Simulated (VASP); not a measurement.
## MgSn (space group C2/m): computed properties

The numbers are results of PBEsol GGA, VASP's PBE PAW potentials (set 64) (plane waves; VASP 6.6.1), not measurements.

space group: C2/m (12)
cell: a = 11.296 Å, b = 3.411 Å, c = 5.094 Å, α = γ = 90.00°, β = 106.65°
volume per atom: 23.50 Å³/atom
band gap (over mesh and band path): none (metal, semimetal or under 0.01 eV)
band gap with spin-orbit coupling: none (metallic)
density: 5.05 g/cm³

```cif
data_Mg2Sn2
_chemical_formula_sum 'Mg2 Sn2'
_space_group_name_H-M_alt 'P 1'
_space_group_IT_number 1
_cell_length_a 5.89974
_cell_length_b 5.89974
_cell_length_c 5.09352
_cell_angle_alpha 105.923
_cell_angle_beta 105.923
_cell_angle_gamma 33.604
loop_
_space_group_symop_operation_xyz
  'x, y, z'
loop_
_atom_site_label
_atom_site_type_symbol
_atom_site_fract_x
_atom_site_fract_y
_atom_site_fract_z
_atom_site_occupancy
Mg1 Mg 0.62709 0.62709 0.77414 1
Mg2 Mg 0.37291 0.37291 0.22586 1
Sn1 Sn 0.88673 0.88673 0.73722 1
Sn2 Sn 0.11327 0.11327 0.26278 1
```

Unless said otherwise, spin-orbit coupling is left out, though it shifts the bands of the heavy elements here.

The structure comes from a computed database's MgSn entry (C2/m); how it stands against other phases isn't given here. It was relaxed first. Symmetry was kept, so distortions that lower it aren't found.
